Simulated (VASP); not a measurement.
Consider the following.

```
CELL_PARAMETERS angstrom
      2.88000     0.00000     0.00000
      0.00000     2.88000     0.00000
      0.00000     0.00000     2.88000
ATOMIC_POSITIONS crystal
  Cr 0.00000 0.00000 0.00000
  Cr 0.50000 0.50000 0.50000
```
Starting moments (μB, in the order of the record's atoms Cr Cr): 1.5 -1.5.

Method: r2SCAN+rVV10, VASP's PBE PAW potentials (set 64) (plane waves; VASP). Run with 520 eV cut-off, 11×11×11 Γ-centred mesh, first-order Methfessel-Paxton smearing of 0.10 eV, potentials Cr_pv.

Energy and stress use the plane-wave basis of the starting cell.

Question: The ions, cell shape and volume are relaxed. Give the cell that the relaxation ends in.

Answer: 
```
CELL_PARAMETERS angstrom
      2.95291     0.00000     0.00000
      0.00000     2.95291     0.00000
      0.00000     0.00000     2.95291
ATOMIC_POSITIONS crystal
  Cr 0.00000 0.00000 0.00000
  Cr 0.50000 0.50000 0.50000
```
Space group Im-3m (229), at a tolerance of 0.03 Å. The cell ends with 0.00 μB, on the sites 2.66 -2.66 μB.

Question: How do energy and volume change from the first to the last step?

Answer: The energy (σ→0) changes by -26.5 meV/atom and the volume by +7.8 %, in 3 ionic steps.

The compound is Cr in the bcc, AFM order structure. This run relaxes it. Symmetry was kept, so distortions that lower it aren't found.
